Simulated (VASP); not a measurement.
# TePd with LDA: from relaxation to properties, part 5 of 5

What structure and properties does LDA give TePd, and how near are they to the measured ones? The start is a cell from a database of measured crystal structures.

VASP 6.6.1, plane waves and PAW; the level of theory is named at each step.

Still holding for the runs below: The k-mesh is coarse for a metal.

So far. Step 7 (Vibrations at Γ (LDA)): The three acoustic modes lie within 0.1 cm⁻¹ of zero, and all others are real. By the characters of their eigenvectors the optical modes sort into (cm⁻¹) Raman active: E2g 109; infrared active: A2u 120, E1u 139; silent: E2u 79, Bg 132, Bu 190. B labels carry no number here, since it depends on the setting of the axes. With a centre of inversion no mode is active in both. The relaxed cell has a = 4.129, c = 5.559 Å (conventional setting).

## (9) Band structure (LDA + SOC)

This step: LDA, spin-orbit coupling; plane waves and PAW (Te, Pd) (VASP 6.6.1).

The mesh alone shows little of the dispersion and can miss band extrema, so KPOINTS_OPT adds a path through the symmetry points after the self-consistent cycle. Spin-orbit coupling needs spinors and the noncollinear program, where each band holds one electron.

Contents of INCAR:

```
SYSTEM = TePd
PREC = Accurate
ENCUT = 400
EDIFF = 1E-06
NELM = 100
ISMEAR = 0
SIGMA = 0.05
LREAL = .FALSE.
ALGO = Normal
GGA = CA
LNONCOLLINEAR = .TRUE.
MAGMOM = 0 0 0 0 0 0 0 0 0 0 0 0
NBANDS = 44
GGA_COMPAT = .FALSE.
LASPH = .TRUE.
LSORBIT = .TRUE.
LMAXMIX = 4
LORBIT = 11
LWAVE = .FALSE.
LCHARG = .FALSE.
KPAR = 4
```

Contents of POSCAR:

```
TePd
1.0
    4.1285362154      0.0000000000      0.0000000000
   -2.0642681077      3.5754172431      0.0000000000
    0.0000000000      0.0000000000      5.5586431959
Te Pd
2 2
Direct
    0.3333333333      0.6666666667      0.2500000000
    0.6666666667      0.3333333333      0.7500000000
    0.0000000000      0.0000000000      0.0000000000
    0.0000000000      0.0000000000      0.5000000000
```

Contents of KPOINTS:

```
Automatic mesh
0
Gamma
5 5 4
0 0 0
```

Contents of KPOINTS_OPT:

```
Line mode
16
Line-mode
Reciprocal
  0.00000000   0.00000000   0.00000000 GAMMA
  0.50000000   0.00000000   0.00000000 M

  0.50000000   0.00000000   0.00000000 M
  0.33333333   0.33333333   0.00000000 K

  0.33333333   0.33333333   0.00000000 K
  0.00000000   0.00000000   0.00000000 GAMMA

  0.00000000   0.00000000   0.00000000 GAMMA
  0.00000000   0.00000000   0.50000000 A

  0.00000000   0.00000000   0.50000000 A
  0.50000000   0.00000000   0.50000000 L

  0.50000000   0.00000000   0.50000000 L
  0.33333333   0.33333333   0.50000000 H

  0.33333333   0.33333333   0.50000000 H
  0.00000000   0.00000000   0.50000000 A

  0.50000000   0.00000000   0.50000000 L
  0.50000000   0.00000000   0.00000000 M

  0.33333333   0.33333333   0.00000000 K
  0.33333333   0.33333333   0.50000000 H
```

PAW data sets: Te and Pd (LDA family, release 64).

Command:

```bash
$ mpirun -np 4 vasp_ncl
```

What it wrote:

```text
[... set-up lines as in an earlier step ...]
 entering main loop
       N       E                     dE             d eps       ncg     rms          rms(c)
DAV:   1     0.154657690894E+03    0.15466E+03   -0.11942E+04  1320   0.105E+03
DAV:   2    -0.144130218543E+02   -0.16907E+03   -0.15919E+03  1504   0.241E+02
DAV:   3    -0.225697128468E+02   -0.81567E+01   -0.79562E+01  1536   0.510E+01
DAV:   4    -0.227134986371E+02   -0.14379E+00   -0.14354E+00  1556   0.716E+00
DAV:   5    -0.227169017422E+02   -0.34031E-02   -0.34023E-02  1492   0.111E+00    0.167E+01
DAV:   6    -0.224970535700E+02    0.21985E+00   -0.43104E-01  1424   0.603E+00    0.969E+00
DAV:   7    -0.224308964426E+02    0.66157E-01   -0.15333E-01  1396   0.350E+00    0.396E+00
DAV:   8    -0.224128651502E+02    0.18031E-01   -0.71121E-02  1384   0.255E+00    0.939E-01
DAV:   9    -0.224122290841E+02    0.63607E-03   -0.45771E-03  1412   0.462E-01    0.613E-01
DAV:  10    -0.224117496912E+02    0.47939E-03   -0.14015E-03  1392   0.279E-01    0.212E-01
DAV:  11    -0.224116215392E+02    0.12815E-03   -0.33258E-04  1384   0.101E-01    0.502E-02
DAV:  12    -0.224116238140E+02   -0.22748E-05   -0.23048E-05  1400   0.276E-02    0.137E-02
DAV:  13    -0.224116244814E+02   -0.66736E-06   -0.63448E-07   980   0.545E-03
   1 F= -.22411624E+02 E0= -.22410054E+02  d E =-.314162E-02  mag=    -0.0000     0.0000    -0.0000
 Start KPOINTS_OPT (optional k-point list driver)
k-point batch [1-15\144]
       N       E                     dE             ncg
DAV:   1     0.516062591495E+04    0.70806E+03     1320
DAV:   2     0.256186493979E+04   -0.25988E+04     1516
DAV:   3     0.243369540681E+04   -0.12817E+03     1524
DAV:   4     0.243128866869E+04   -0.24067E+01     1564
DAV:   5     0.243123040197E+04   -0.58267E-01     1456
DAV:   6     0.243122780272E+04   -0.25993E-02     1552
DAV:   7     0.243122771732E+04   -0.85396E-04     1460
DAV:   8     0.243122771298E+04   -0.43432E-05     1292
DAV:   9     0.243122771276E+04   -0.21869E-06      888
[...]
k-point batch [136-144\144]
       N       E                     dE             ncg
DAV:   1     0.836381170868E+04   -0.53930E+04      800
DAV:   2     0.685834511266E+04   -0.15055E+04      884
DAV:   3     0.679405653213E+04   -0.64289E+02      936
DAV:   4     0.679302261651E+04   -0.10339E+01      944
DAV:   5     0.679299362069E+04   -0.28996E-01      916
DAV:   6     0.679299239087E+04   -0.12298E-02      916
DAV:   7     0.679299233131E+04   -0.59560E-04      912
DAV:   8     0.679299232833E+04   -0.29749E-05      788
DAV:   9     0.679299232817E+04   -0.16476E-06      592
```

Elapsed: 2.5 min, on 4 MPI ranks of AMD EPYC 7R32 (Zen 2), shared host; peak memory 1.2 GiB.

Parts of OUTCAR (step 9):

```text
   k-points           NKPTS =     15   k-points in BZ     NKDIM =     15   number of bands    NBANDS=     44

   NELECT =      32.0000    total number of electrons

 E-fermi :   9.5866

 k-point     1 :       0.0000    0.0000    0.0000
  band No.  band energies     occupation
    ...
     26       7.9257      1.00000
     27       8.7493      1.00000
     28       8.7493      1.00000
     29       9.4183      1.00000
     30       9.4183      1.00000
     31      10.2343      0.00000
     32      10.2343      0.00000
     33      11.2912      0.00000
     34      11.2912      0.00000
     35      11.5246      0.00000
    ...

  Total       -0.0447041     -0.0447041      0.0702636      0.0000000      0.0000000      0.0000000
  in kB       -0.8729038     -0.8729038      1.3719855      0.0000000      0.0000000      0.0000000
  external PRESSURE =      -0.1246073 kB  Pullay stress =       0.0000000 kB

 POSITION                                       TOTAL-FORCE (eV/Angst)
 -----------------------------------------------------------------------------------
     -0.00000      2.38361      1.38966         0.000000      0.000000      0.000000
      2.06427      1.19181      4.16898        -0.000000     -0.000000      0.000000
      0.00000      0.00000      0.00000         0.000000      0.000000      0.000000
      0.00000      0.00000      2.77932         0.000000      0.000000      0.000000
 -----------------------------------------------------------------------------------
    total drift:                                0.000000     -0.000000      0.000000

  FREE ENERGIE OF THE ION-ELECTRON SYSTEM (eV)
  ---------------------------------------------------
  free  energy   TOTEN  =       -22.4116244814 eV

  energy  without entropy=      -22.4084828582  energy(sigma->0) =      -22.41005367

 Spin-Orbit-Coupling matrix elements
 Ion:    1  E_soc:     -0.2186986
 Ion:    2  E_soc:     -0.2186986
 Ion:    3  E_soc:     -0.0604138
 Ion:    4  E_soc:     -0.0604138

 magnetization (x)
# of ion       s       p       d       tot
------------------------------------------
    1        0.000   0.000   0.000   0.000
    2        0.000   0.000   0.000   0.000
    3        0.000  -0.000   0.000   0.000
    4       -0.000   0.000   0.000  -0.000
--------------------------------------------------
tot         -0.000  -0.000   0.000   0.000

 magnetization (y)
# of ion       s       p       d       tot
------------------------------------------
    1        0.000  -0.000   0.000  -0.000
    2        0.000  -0.000   0.000  -0.000
    3        0.000   0.000   0.000   0.000
    4        0.000   0.000  -0.000  -0.000
--------------------------------------------------
tot          0.000  -0.000   0.000  -0.000

 magnetization (z)
# of ion       s       p       d       tot
------------------------------------------
    1        0.000   0.000   0.000   0.000
    2        0.000   0.000   0.000   0.000
    3        0.000   0.000   0.000   0.000
    4        0.000   0.000   0.000   0.000
--------------------------------------------------
tot          0.000   0.000   0.000   0.000

[... 7 parts as in an earlier step ...]

[... 9 further parts left out ...]
```

Numbers from this step:

```yaml
scf_cycles: 13
bands: 44
irreducible_k_points: 15
free_energy_toten: -22.41 eV
energy_at_zero_smearing: -22.41 eV
fermi_energy: 9.587 eV
pressure: -0.01246 GPa
```

On-site spin-orbit energy by atom:

```
atom  on-site spin-orbit energy (eV)
 Te1                          -0.219
 Te2                          -0.219
 Pd3                          -0.060
 Pd4                          -0.060
```

The electronic bands at the labelled points (eV, zero at the Fermi level; # counts the bands kept, so #1 is VASP's band 5):

```
          point    #25    #26    #27    #28    #29    #30    #31    #32
              Γ  -0.17  -0.17   0.65   0.65   1.70   1.70   1.94   1.94
0.53 of the way  -0.79  -0.79  -0.41  -0.41   0.99   0.99   1.93   1.93
              M  -2.18  -2.18  -1.59  -1.59   0.92   0.92   2.32   2.32
0.53 of the way  -2.17  -2.17  -1.01  -1.01   0.13   0.13   0.64   0.64
              K  -1.29  -1.29  -1.15  -1.15  -0.51  -0.51  -0.46  -0.46
0.53 of the way  -0.70  -0.70   0.41   0.41   0.65   0.65   0.97   0.97
              Γ  -0.17  -0.17   0.65   0.65   1.70   1.70   1.94   1.94
0.53 of the way  -0.28  -0.28   0.05   0.05   1.42   1.42   1.72   1.72
              A   0.67   0.67   0.67   0.67   1.08   1.08   1.08   1.08
0.53 of the way  -0.37  -0.37  -0.37  -0.37   0.16   0.16   0.16   0.16
              L  -0.51  -0.51  -0.51  -0.51   0.49   0.49   0.49   0.49
0.47 of the way  -1.45  -1.45  -1.44  -1.44   1.46   1.46   1.66   1.66
              H  -2.12  -2.12  -1.97  -1.97   2.09   2.09   2.29   2.29
0.53 of the way  -1.30  -1.30  -1.15  -1.15   0.53   0.53   0.74   0.74
              A   0.67   0.67   0.67   0.67   1.08   1.08   1.08   1.08
      jump to L  -0.51  -0.51  -0.51  -0.51   0.49   0.49   0.49   0.49
0.53 of the way  -1.77  -1.77  -0.99  -0.99   1.08   1.08   1.33   1.33
              M  -2.18  -2.18  -1.59  -1.59   0.92   0.92   2.32   2.32
      jump to K  -1.29  -1.29  -1.15  -1.15  -0.51  -0.51  -0.46  -0.46
0.53 of the way  -1.90  -1.90  -1.73  -1.73   0.91   0.91   1.01   1.01
              H  -2.12  -2.12  -1.97  -1.97   2.09   2.09   2.29   2.29
```

Of the projections kept (Te, Pd), the largest for each band there; the rest of the weight can lie on other orbitals:

```
point      #25      #26      #27      #28      #29      #30      #31      #32
    Γ  Pd 0.93  Pd 0.93  Te 0.96  Te 0.96  Pd 0.59  Pd 0.59  Pd 0.54  Pd 0.54
    M  Pd 0.99  Pd 0.99  Pd 0.84  Pd 0.84  Pd 0.74  Pd 0.74  Te 0.57  Te 0.57
    K  Pd 0.72  Pd 0.72  Pd 0.76  Pd 0.76  Pd 0.69  Pd 0.69  Pd 0.67  Pd 0.67
    Γ  Pd 0.93  Pd 0.93  Te 0.96  Te 0.96  Pd 0.59  Pd 0.59  Pd 0.54  Pd 0.54
    A  Pd 0.53  Pd 0.53  Pd 0.53  Pd 0.53  Te 0.52  Te 0.52  Te 0.52  Te 0.52
    L  Pd 0.65  Pd 0.65  Pd 0.65  Pd 0.65  Pd 0.58  Pd 0.58  Pd 0.58  Pd 0.58
```

There is no gap at this level.

Of the bands kept, 8 cross the Fermi level on this path (spinor bands, one electron each).

## (10) What came out

* relaxed volume: 20.51 Å³/atom
* relaxed conventional cell a, b, c: 4.129, 4.129, 5.559 Å; angles 90.0, 90.0, 120.0°
* space group after relaxing, within 0.02 Å: P6_3/mmc (No. 194)
* band gap: none, a metal
* DOS at the Fermi level: 1.71 states/eV/cell
* highest zone-centre mode: 190 cm⁻¹
* shallowest level of the frozen cores: Te1 4d, 37.4 eV deep
* band gap (LDA + SOC): none, a metal

**Reading.** With LDA, TePd relaxes to 20.51 Å³/atom in space group P6_3/mmc (held by the symmetry of the run) and comes out as a metal. Against the listed cell the volume lies -3.1 % (a -0.6 %, c -2.0 %). Band structure (LDA): Of the bands kept, 4 cross the Fermi level on this path. Vibrations at Γ (LDA): The highest mode in this list at Γ, 190.0 cm⁻¹, is mostly motion of Pd (100 % of the kinetic energy). Band structure (LDA + SOC): Of the bands kept, 8 cross the Fermi level on this path (spinor bands, one electron each). The k-sampling is coarse for a metal, so the Fermi level, pressures and the shape of the cell carry errors. Modes at Γ alone can't show that the crystal is stable at other wave vectors. No search among competing phases was made, and a listed structure need not be the one stable at ambient conditions. All values are for a static lattice at zero temperature.

Comparison with the measured values:

| quantity | measured | LDA |
| --- | --- | --- |
| lattice constant a (Å) | 4.152 | 4.129 (-0.6 %) |
| lattice constant c (Å) | 5.671 | 5.559 (-2.0 %) |

Measured values from pmc:10133450 (2023).

How well it matches: The lattice constant a is off by -0.6 %: good agreement. The lattice constant c is off by -2.0 %: fair agreement. The grades are ours: good and fair within 0.7 and 1.5 % for the lattice constant a and 0.8 and 2 % for the lattice constant c. For lattice constants the calculation has a static lattice, without zero-point motion or thermal expansion.

[Lines on the potential files, build, host, timing and source positions are cut from VASP's logs without a mark.]

[Logs are printed without paths, hosts, clocks, repeated set-up lines and the standing remarks that a program may print on its own settings, such as how far it seeks lower states.]

[Hosts, paths, dates, database ids (printed as entryN), source tags and the programs' standing remarks are cut or masked in the printed files.]

[A measured line is paired with the nearest computed mode of its activity, which favours agreement.]
